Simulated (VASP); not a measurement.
Here is the system:

```
CELL_PARAMETERS angstrom
      0.00000     2.41392     2.41392
      2.41392     0.00000     2.41392
      2.41392     2.41392     0.00000
ATOMIC_POSITIONS crystal
  Be 0.00000 0.00000 0.00000
  S  0.25000 0.25000 0.25000
```

All values below come from PBE GGA with D4 dispersion, VASP's PBE PAW potentials (set 64) (plane waves; VASP). Numerical set-up: 520 eV cut-off, 9×9×9 Γ-centred mesh, Gaussian smearing of 0.050 eV, potentials Be S.

**Question.** Estimate the energy per atom (σ→0).

**Answer.** 
```yaml
energy per atom (σ→0): -5.270 eV/atom
```

Total energies compare only between runs with the same potentials, cut-off and functional.

The compound is BeS in the zinc blende structure. It was relaxed first. The start is the result of an earlier pass.
